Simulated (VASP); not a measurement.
Input:

```
CsCl
1.0
    4.08413     0.00000     0.00000
    0.00000     4.08413     0.00000
    0.00000     0.00000     4.08413
Cs Cl
1 1
Direct
  0.00000   0.00000   0.00000
  0.50000   0.50000   0.50000
```

Level of theory: vdW-DF-cx, VASP's PBE PAW potentials (set 64) (plane waves; VASP). Run with 520 eV cut-off, Gaussian smearing of 0.050 eV, potentials Cs_sv Cl.

Unless said otherwise, spin-orbit coupling is left out, though it shifts the bands of the heavy elements here.

Problem. Estimate the band gap (along the path) with the smallest direct gap where there is one.

Solution. 
| Quantity | Value |
|---|---|
| band gap (along the path) | 5.36 eV |
| smallest direct gap (along the path) | 5.36 eV |

The absolute energy has meaning only against runs of the same code, potentials and settings.

The compound is CsCl in the CsCl type structure. It was relaxed first.
